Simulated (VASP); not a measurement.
The system is Co.

```
CELL_PARAMETERS angstrom
2.50740 0.00000 0.00000
-1.25370 2.17147 0.00000
0.00000 0.00000 4.06990
ATOMIC_POSITIONS crystal
Co 0.33333 0.66667 0.25000
Co 0.66667 0.33333 0.75000
```

| Quantity | Value |
| --- | --- |
| Program | VASP 6.6.1 |
| Task | relaxation of cell and atoms |
| Functional | PBE |
| Potentials or basis | VASP PAW PBE potentials, release 64 (Co) |
| Cutoff | 520 eV |
| k mesh | 12 × 12 × 6 |
| Occupations | gaussian, width 0.1 eV |
| Spin | collinear spin, ferromagnetic start |
| Starting moments | [1.5, 1.5] μB |

At the start: pressure -4.0 GPa; volume 11.08 Å³/atom.

Q: Where does the relaxation end?

A: Over 5 steps the energy falls by 3.2 meV/atom and the volume is 10.85 Å³/atom (-2.1 %); space group P6_3/mmc (No. 194, to 0.05 Å); moment 3.27 μB per cell.

Step by step:
```
step  energy change (eV)  largest force (eV/Å)  pressure (GPa)  volume (Å³)
   1              0.0000                0.0000           -3.97        22.16
   2             -0.0015                0.0000            3.82        21.29
   3             -0.0061                0.0000            0.10        21.69
   4             -0.0063                0.0000            0.03        21.69
   5             -0.0063                0.0000            0.02        21.69
```

Final structure:
```
Co
1.0
     2.49530    0.00000    0.00000
    -1.24765    2.16099    0.00000
     0.00000    0.00000    4.02329
Co
2
Direct
  0.33333 0.66667 0.25000
  0.66667 0.33333 0.75000
```
